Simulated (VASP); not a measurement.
# Driving VASP from ASE on LaAgSb2, part 2 of 4

Do ASE scripts that read LaAgSb2 from different structure formats give one answer, and do several routes find one equilibrium volume? All runs use LDA. Left out of this account: at least 1 further run (self-consistent run: a reference on another mesh). The start is a computed cell from the Materials Project.

VASP 6.6.1; LDA; plane waves and PAW (La, Ag, Sb).

Still holding for the runs below: The k-mesh is coarse for a metal.

So far. Step 2 (Total energy, forces and stress (LDA, through ASE)): The pressure is -4.77 GPa and the largest force 0.162 eV/Å, so the cell is not at a minimum at these settings.

## 3. Total energy, forces and stress (LDA, through ASE), try 2

The single point through ASE, with the structure read from a CIF with its space group. The mesh changes to 5×5×2, so this is no clean test of the format.

run.py

```python
import numpy as np
from ase.calculators.vasp import Vasp
from ase.io import read
from ase.dft.bandgap import bandgap

atoms = read('LaAgSb2.cif')

calc = Vasp(
    xc='lda',
    pp='LDA',
    prec='Accurate',
    encut=400,
    ediff=1e-06,
    nelm=100,
    ismear=-1,
    sigma=0.05,
    lreal=False,
    algo='Normal',
    nbands=40,
    lasph=True,
    lorbit=11,
    lwave=False,
    lcharg=False,
    kpar=4,
    ncore=2,
    isif=2,
    pp_version='64',
    setups={'La': '', 'Ag': '', 'Sb': ''},
    kpts=(5, 5, 2),
    gamma=True,
    txt='vasp.out',
)
atoms.calc = calc

print("energy (eV):", round(atoms.get_potential_energy(), 6))
print("Fermi level (eV):", round(calc.get_fermi_level(), 4))
print("forces (eV/A):")
print(np.round(atoms.get_forces(), 4))
print("stress (GPa, Voigt, tension positive):", np.round(atoms.get_stress() * 160.21766, 3))
gap, p1, p2 = bandgap(calc, direct=False)
print("gap on the mesh (eV):", round(gap, 4))
```

LaAgSb2.cif

```cif
data_LaAgSb2
_cell_length_a 4.40346175
_cell_length_b 4.40346175
_cell_length_c 11.06681976
_cell_angle_alpha 90.00000000
_cell_angle_beta 90.00000000
_cell_angle_gamma 90.00000000
_space_group_name_H-M_alt 'P4/nmm'
_space_group_name_Hall 'P 4ab 2ab -1ab'
_space_group_IT_number 129
loop_
_space_group_symop_operation_xyz
'x,y,z'
'-y+1/2,x+1/2,z'
'-x,-y,z'
'y+1/2,-x+1/2,z'
'x+1/2,-y+1/2,-z'
'-y,-x,-z'
'-x+1/2,y+1/2,-z'
'y,x,-z'
'-x+1/2,-y+1/2,-z'
'y,-x,-z'
'x+1/2,y+1/2,-z'
'-y,x,-z'
'-x,y,z'
'y+1/2,x+1/2,z'
'x,-y,z'
'-y+1/2,-x+1/2,z'
loop_
_atom_site_label
_atom_site_type_symbol
_atom_site_symmetry_multiplicity
_atom_site_Wyckoff_symbol
_atom_site_fract_x
_atom_site_fract_y
_atom_site_fract_z
_atom_site_occupancy
La1 La 2 c 0.0000000000 0.5000000000 0.2629930000 1
Ag1 Ag 2 a 0.0000000000 0.0000000000 0.0000000000 1
Sb1 Sb 2 c 0.0000000000 0.5000000000 0.8333123600 1
Sb2 Sb 2 b 0.0000000000 0.0000000000 0.5000000000 1
```

The projector-augmented-wave data sets are La, Ag and Sb (LDA family, release 64).

Run with:

```
> export ASE_VASP_COMMAND="mpirun -np 8 vasp_std"
> python run.py
```

The log of the run:

```text
energy (eV): -43.929292
Fermi level (eV): 7.7123
forces (eV/A):
[[ 0.      0.     -0.1155]
 [-0.     -0.      0.1155]
 [ 0.     -0.      0.    ]
 [ 0.      0.      0.    ]
 [ 0.      0.      0.1512]
 [ 0.     -0.     -0.1512]
 [ 0.     -0.      0.    ]
 [ 0.      0.      0.    ]]
stress (GPa, Voigt, tension positive): [ 4.279  4.279  5.263 -0.    -0.    -0.   ]
gap on the mesh (eV): 0.0
```

Wall time 9.6 s (8 MPI ranks of Intel Xeon 6975P-C (Granite Rapids), shared host); peak memory 1.4 GiB.

The INCAR that ASE wrote:

```
ENCUT = 400.000000
SIGMA = 0.050000
EDIFF = 1.00e-06
ALGO = Normal
PREC = Accurate
ISIF = 2
ISMEAR = -1
KPAR = 4
LORBIT = 11
NBANDS = 40
NELM = 100
NCORE = 2
LASPH = .TRUE.
LCHARG = .FALSE.
LWAVE = .FALSE.
LREAL = .FALSE.
```

The KPOINTS that ASE wrote:

```
KPOINTS created by Atomic Simulation Environment
0
Gamma
5 5 2
0 0 0
```

VASP's own log, vasp.out:

```text
[banner, memory and clock lines left out]
running    8 mpi-ranks, on    1 nodes
 distrk:  each k-point on    2 cores,    4 groups
 distr:  one band on    2 cores,    1 groups

 POSCAR found type information on POSCAR LaAgSb
 POSCAR found :  3 types and       8 ions
 LDA part: xc-table for (Slater(with rela. corr.)+CA(PZ))
 , standard interpolation
 POSCAR, INCAR and KPOINTS ok, starting setup
 FFT: planning ... GRIDC
 FFT: planning ... GRID_SOFT
 FFT: planning ... GRID
 WAVECAR not read
 entering main loop
       N       E                     dE             d eps       ncg     rms          rms(c)
DAV:   1     0.545992758494E+03    0.54599E+03   -0.19656E+04   960   0.154E+03
DAV:   2     0.864872467278E+02   -0.45951E+03   -0.42892E+03  1144   0.323E+02
DAV:   3    -0.231112791378E+02   -0.10960E+03   -0.10387E+03  1368   0.162E+02
DAV:   4    -0.439653103665E+02   -0.20854E+02   -0.19431E+02  1840   0.666E+01
DAV:   5    -0.456904711103E+02   -0.17252E+01   -0.16225E+01  1720   0.197E+01    0.104E+01
DAV:   6    -0.440148590212E+02    0.16756E+01   -0.24408E+01  1704   0.345E+01    0.877E+00
DAV:   7    -0.440033612843E+02    0.11498E-01   -0.32008E+00  1512   0.123E+01    0.490E+00
DAV:   8    -0.439575707286E+02    0.45791E-01   -0.81779E-01  1656   0.526E+00    0.158E+00
DAV:   9    -0.439415512686E+02    0.16019E-01   -0.10355E-01  1600   0.244E+00    0.239E-01
DAV:  10    -0.439412130571E+02    0.33821E-03   -0.14811E-02  1704   0.709E-01    0.130E-01
DAV:  11    -0.439412638430E+02   -0.50786E-04   -0.10566E-03  1632   0.194E-01    0.491E-02
DAV:  12    -0.439412623100E+02    0.15330E-05   -0.20807E-04  1648   0.963E-02    0.138E-02
DAV:  13    -0.439412641356E+02   -0.18257E-05   -0.25354E-05  1576   0.275E-02    0.484E-03
DAV:  14    -0.439412643155E+02   -0.17982E-06   -0.30085E-06  1048   0.114E-02
   1 F= -.43941264E+02 E0= -.43929292E+02  d E =-.239442E-01
```

OUTCAR, selected parts (step 3):

```text
 Found     12 irreducible k-points:

   k-points           NKPTS =     12   k-points in BZ     NKDIM =     12   number of bands    NBANDS=     40

   NELECT =      64.0000    total number of electrons

 E-fermi :   7.7123

 k-point     1 :       0.0000    0.0000    0.0000
  band No.  band energies     occupation
    ...
     26       4.9142      2.00000
     27       6.5706      2.00000
     28       6.5706      2.00000
     29       6.7632      2.00000
     30       6.9937      2.00000
     31       8.1155      0.00063
     32       8.1155      0.00063
     33       8.1283      0.00049
     34       9.0896      0.00000
     35       9.3524      0.00000
    ...

 k-point     2 :       0.2000    0.0000    0.0000
  band No.  band energies     occupation
    ...
     28       6.3666      2.00000
     29       6.6685      2.00000
     30       7.3285      1.99907
     31       7.4297      1.99300
     32       7.6039      1.79452
     33       8.8333      0.00000
     34       9.0812      0.00000
     35       9.1969      0.00000
     36       9.3088      0.00000
     37       9.3797      0.00000
    ...

  Total       -5.7314961     -5.7314961     -7.0494184      0.0000000      0.0000000      0.0000000
  in kB      -42.7924633    -42.7924633    -52.6323280      0.0000000      0.0000000      0.0000000
  external PRESSURE =     -46.0724182 kB  Pullay stress =       0.0000000 kB

 POSITION                                       TOTAL-FORCE (eV/Angst)
 -----------------------------------------------------------------------------------
      0.00000      2.20173      2.91050         0.000000      0.000000     -0.115480
      2.20173      0.00000      8.15632        -0.000000     -0.000000      0.115480
      0.00000      0.00000      0.00000         0.000000     -0.000000      0.000000
      2.20173      2.20173      0.00000         0.000000      0.000000      0.000000
      0.00000      2.20173      9.22212         0.000000      0.000000      0.151190
      2.20173      0.00000      1.84470         0.000000     -0.000000     -0.151190
      0.00000      0.00000      5.53341         0.000000     -0.000000      0.000000
      2.20173      2.20173      5.53341         0.000000      0.000000      0.000000
 -----------------------------------------------------------------------------------
    total drift:                                0.000000      0.000000     -0.000000

  FREE ENERGIE OF THE ION-ELECTRON SYSTEM (eV)
  ---------------------------------------------------
  free  energy   TOTEN  =       -43.9412643155 eV

  energy  without entropy=      -43.9173200797  energy(sigma->0) =      -43.92929220

 total charge
# of ion       s       p       d       f       tot
--------------------------------------------------
    1        2.022   5.627   0.712   0.152   8.513
    2        2.022   5.627   0.712   0.152   8.513
    3        0.398   0.327   9.144   0.000   9.869
    4        0.398   0.327   9.144   0.000   9.869
    5        1.133   1.339   0.029   0.000   2.501
    6        1.133   1.339   0.029   0.000   2.501
    7        1.188   1.230   0.031   0.000   2.448
    8        1.188   1.230   0.031   0.000   2.448
--------------------------------------------------
tot          9.481  17.047  19.830   0.304  46.662

[... 7 parts as in an earlier step ...]

[... 6 further parts left out ...]
```

At this level the cell is under a tension of 4.6 GPa, so at these settings it is away from equilibrium.

Numbers from this step:

```yaml
irreducible_k_points: 12
free_energy_toten: -43.94 eV
energy_at_zero_smearing: -43.93 eV
fermi_energy: 7.712 eV
pressure: -4.607 GPa
```

Force by atom:

```csv
atom,x (eV/Å),y (eV/Å),z (eV/Å),size
La1,0.000,0.000,-0.115,0.115
La2,0.000,0.000,0.115,0.115
Ag3,0.000,0.000,0.000,0.000
Ag4,0.000,0.000,0.000,0.000
Sb5,0.000,0.000,0.151,0.151
Sb6,0.000,0.000,-0.151,0.151
Sb7,0.000,0.000,0.000,0.000
Sb8,0.000,0.000,0.000,0.000
```

The energy lies +5.82 meV an atom from the first script, on another mesh.

(Continued in part 3 of 4.)

[Lines on the potential files, build, host, timing and source positions are cut from VASP's logs without a mark.]

[Logs are printed without paths, hosts, clocks, repeated set-up lines and the standing remarks that a program may print on its own settings, such as how far it seeks lower states.]

[Hosts, paths, dates, database ids (printed as entryN), source tags and the programs' standing remarks are cut or masked in the printed files.]

[A measured line is paired with the nearest computed mode of its activity, which favours agreement.]

[In band tables of VASP the shares of atoms and orbitals are scaled to a sum of 1 inside the atoms' spheres.]
